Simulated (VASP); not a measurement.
Output of a VASP run:

**OUTCAR**
```
 ion  position               nearest neighbor table
   1  0.000  0.000  0.000-   2 2.34   2 2.34   2 2.34   2 2.34   2 2.34   2 2.34
   2  0.500  0.500  0.500-   1 2.34   1 2.34   1 2.34   1 2.34   1 2.34   1 2.34
  LATTYP: Found a face centered cubic cell.
 ALAT       =     4.6766966048
 Subroutine PRICEL returns:
 Original cell was already a primitive cell.
 Subroutine GETGRP returns: Found 48 space group operations
The static configuration has the point symmetry O_h .
The dynamic configuration has the point symmetry O_h .
 Subroutine INISYM returns: Found 48 space group operations
 Subroutine IBZKPT returns following result:
 Found     84 irreducible k-points:

 Following reciprocal coordinates:
            Coordinates               Weight
  0.000000  0.000000  0.000000      1.000000
  0.076923  0.000000  0.000000      8.000000
  0.153846  0.000000  0.000000      8.000000
  0.230769  0.000000  0.000000      8.000000
  0.307692  0.000000  0.000000      8.000000
  0.384615  0.000000  0.000000      8.000000
  0.461538  0.000000  0.000000      8.000000
  0.076923  0.076923  0.000000      6.000000
  0.153846  0.076923  0.000000     24.000000
  0.230769  0.076923  0.000000     24.000000
  0.307692  0.076923  0.000000     24.000000
  0.384615  0.076923  0.000000     24.000000
  0.461538  0.076923  0.000000     24.000000
 -0.461538  0.076923  0.000000     24.000000
 -0.384615  0.076923  0.000000     24.000000
 -0.307692  0.076923  0.000000     24.000000
 -0.230769  0.076923  0.000000     24.000000
 -0.153846  0.076923  0.000000     24.000000
 -0.076923  0.076923  0.000000     12.000000
  0.153846  0.153846  0.000000      6.000000
  0.230769  0.153846  0.000000     24.000000
  0.307692  0.153846  0.000000     24.000000
  0.384615  0.153846  0.000000     24.000000
  0.461538  0.153846  0.000000     24.000000
 -0.461538  0.153846  0.000000     24.000000
 -0.384615  0.153846  0.000000     24.000000
 -0.307692  0.153846  0.000000     24.000000
 -0.230769  0.153846  0.000000     24.000000
 -0.153846  0.153846  0.000000     12.000000
  0.230769  0.230769  0.000000      6.000000
  0.307692  0.230769  0.000000     24.000000
  0.384615  0.230769  0.000000     24.000000
  0.461538  0.230769  0.000000     24.000000
 -0.461538  0.230769  0.000000     24.000000
 -0.384615  0.230769  0.000000     24.000000
 -0.307692  0.230769  0.000000     24.000000
 -0.230769  0.230769  0.000000     12.000000
  0.307692  0.307692  0.000000      6.000000
  0.384615  0.307692  0.000000     24.000000
  0.461538  0.307692  0.000000     24.000000
   k-points           NKPTS =     84   k-points in BZ     NKDIM =     84   number of bands    NBANDS=     12
   number of dos      NEDOS =    301   number of ions     NIONS =      2
   total plane-waves  NPLWV =  21952
   dimension x,y,z NGX =    28 NGY =   28 NGZ =   28
   dimension x,y,z NGXF=    56 NGYF=   56 NGZF=   56
   ions per type =               1   1
   PREC   = accura    normal or accurate (medium, high low for compatibility)
   ISTART =      0    job   : 0-new  1-cont  2-samecut
   ICHARG =      2    charge: 1-file 2-atom 10-const
   ISPIN  =      1    spin polarized calculation?
   LNONCOLLINEAR =      F non collinear calculations
   LSORBIT =      F    spin-orbit coupling
   INIWAV =      1    electr: 0-lowe 1-rand  2-diag
   ENCUT  =  620.0 eV  45.57 Ry    6.75 a.u.   6.71  6.71  6.71*2*pi/ulx,y,z
   NELM   =    100;   NELMIN=  2; NELMDL= -5     # of ELM steps
   EDIFF  = 0.1E-05   stopping-criterion for ELM
   LREAL  =      F    real-space projection
   NLSPLINE    = F    spline interpolate recip. space projectors
   LMAXMIX     =    4 max onsite mixed and CHGCAR
   VOSKOWN=      0    Vosko Wilk Nusair interpolation
   EDIFFG = -.2E-01   stopping-criterion for IOM
   NSW    =     40    number of steps for IOM
   NBLOCK =      1;   KBLOCK =     40    inner block; outer block
   IBRION =      2    ionic relax: 0-MD 1-quasi-New 2-CG
...
```

### OSZICAR
```
       N       E                     dE             d eps       ncg     rms          rms(c)
DAV:   1     0.124909431764E+03    0.12491E+03   -0.99743E+03  2016   0.155E+03
DAV:   2    -0.162366926654E+02   -0.14115E+03   -0.13267E+03  2328   0.356E+02
DAV:   3    -0.226420810289E+02   -0.64054E+01   -0.62997E+01  3016   0.699E+01
DAV:   4    -0.228978824132E+02   -0.25580E+00   -0.25562E+00  2588   0.127E+01
DAV:   5    -0.229029229175E+02   -0.50405E-02   -0.50402E-02  2932   0.166E+00    0.218E+01
DAV:   6    -0.195852061687E+02    0.33177E+01   -0.16311E+01  2272   0.285E+01    0.841E+00
DAV:   7    -0.194640634164E+02    0.12114E+00   -0.73207E-01  2368   0.700E+00    0.612E+00
DAV:   8    -0.194581509365E+02    0.59125E-02   -0.13498E-01  2180   0.351E+00    0.145E+00
DAV:   9    -0.194539083599E+02    0.42426E-02   -0.30389E-02  2492   0.117E+00    0.459E-01
DAV:  10    -0.194542611500E+02   -0.35279E-03   -0.19899E-03  2320   0.573E-01    0.347E-01
DAV:  11    -0.194540757180E+02    0.18543E-03   -0.68787E-04  2232   0.206E-01    0.171E-02
DAV:  12    -0.194540741599E+02    0.15581E-05   -0.11586E-05  2884   0.379E-02    0.118E-02
DAV:  13    -0.194540737483E+02    0.41163E-06   -0.37996E-07  1276   0.626E-03
   1 F= -.18656048E+02 E0= -.18655984E+02  d E =-.186560E+02
```

File OUTCAR:
```
------------------------ aborting loop because EDIFF is reached ----------------------------------------
  FORCE on cell =-STRESS in cart. coord.  units (eV):
  Direction    XX          YY          ZZ          XY          YZ          ZX
  --------------------------------------------------------------------------------------
  Total        0.7899861      0.7899861      0.7899861      0.0000000      0.0000000      0.0000000
  in kB       49.4962656     49.4962656     49.4962656      0.0000000      0.0000000      0.0000000
  external PRESSURE =      -0.5037344 kB  Pullay stress =      50.0000000 kB
  volume of cell :       25.57
      direct lattice vectors                 reciprocal lattice vectors
     0.000000000  2.338348302  2.338348302    -0.213826144  0.213826144  0.213826144
     2.338348302  0.000000000  2.338348302     0.213826144 -0.213826144  0.213826144
     2.338348302  2.338348302  0.000000000     0.213826144  0.213826144 -0.213826144
 POSITION                                       TOTAL-FORCE (eV/Angst)
 -----------------------------------------------------------------------------------
      0.00000      0.00000      0.00000         0.000000      0.000000      0.000000
      2.33835      2.33835      2.33835        -0.000000     -0.000000     -0.000000
 -----------------------------------------------------------------------------------
    total drift:                                0.000000      0.000000      0.000000
  FREE ENERGIE OF THE ION-ELECTRON SYSTEM (eV)
  ---------------------------------------------------
  free  energy   TOTEN  =       -19.4540737483 eV

  energy  without entropy=      -19.4538835836  energy(sigma->0) =      -19.45401036
  enthalpy is  TOTEN    =       -18.6560477869 eV   P V=        0.7980259614

 reached required accuracy - stopping structural energy minimisation
```
(Selected blocks of OUTCAR.)

POSCAR:
```
ZrC
1
    0.0000000000     2.3383483024     2.3383483024
    2.3383483024     0.0000000000     2.3383483024
    2.3383483024     2.3383483024     0.0000000000
Zr C
1 1
Direct
  0.0000000000   0.0000000000   0.0000000000
  0.5000000000   0.5000000000   0.5000000000
```

Reconstruct the remaining input files.

This is not unique; one that fits is the input of the run itself, PBE GGA, plane waves, VASP's PBE PAW potentials (set 64).

### INCAR
```
! general
SYSTEM   =  ZrC
PREC     =  Accurate
ENCUT    =  620
LREAL    =  F
LASPH    =  T   ! aspherical one-centre terms

! electronic loop
EDIFF    =  1E-6
NELM     =  100   ! most electronic steps
ALGO     =  Normal   ! blocked Davidson
LMAXMIX  =  4

! smearing
ISMEAR   =  1   ! Methfessel-Paxton
SIGMA    =  0.1

! functional
GGA      =  PE

! ions
IBRION   =  2
NSW      =  40   ! most ionic steps
ISIF     =  3
EDIFFG   =  -0.02   ! ionic stop
PSTRESS  =  50   ! kbar

! output
LWAVE    =  F
LCHARG   =  F
```

### KPOINTS
```
kpoints
0
G
13 13 13
```

POTCAR, in this order: Zr_sv C (PBE.64 set). Program: vasp_std.

The compound is ZrC in the rock salt structure. It was relaxed first under an external pressure of 5 GPa.
